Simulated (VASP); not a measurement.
Consider the following.

```
CELL_PARAMETERS angstrom
      4.48500     0.00000     0.00000
      0.00000     4.48500     0.00000
      0.00000     0.00000     4.48500
ATOMIC_POSITIONS crystal
  La 0.00000 0.00000 0.00000
  Te 0.50000 0.50000 0.50000
```

All values below come from PBEsol GGA, VASP's PBE PAW potentials (set 64) (plane waves; VASP 6.6.1). Settings: 400 eV cut-off, 8×8×8 Γ-centred mesh, first-order Methfessel-Paxton smearing of 0.10 eV, potentials La Te.

Energy and stress use the plane-wave basis of the starting cell.

Task: The ions, cell shape and volume are relaxed. Which structure does the run end with?

Result: 
```
CELL_PARAMETERS angstrom
      3.87068     0.00000     0.00000
      0.00000     3.87068     0.00000
      0.00000     0.00000     3.87068
ATOMIC_POSITIONS crystal
  La 0.00000 0.00000 0.00000
  Te 0.50000 0.50000 0.50000
```
Space group Pm-3m (221), at a tolerance of 0.03 Å.

Task: How do energy and volume change from the first to the last step?

Result: The energy (σ→0) changes by -817.6 meV/atom and the volume by -35.7 %, in 3 ionic steps.

The structure was generated: LaTe was put into the CsCl type type (Pm-3m), which need not be its known phase. This run relaxes it. Symmetry was kept, so distortions that lower it aren't found. The electron count is odd and the run is not spin-polarised, which forces a metal.
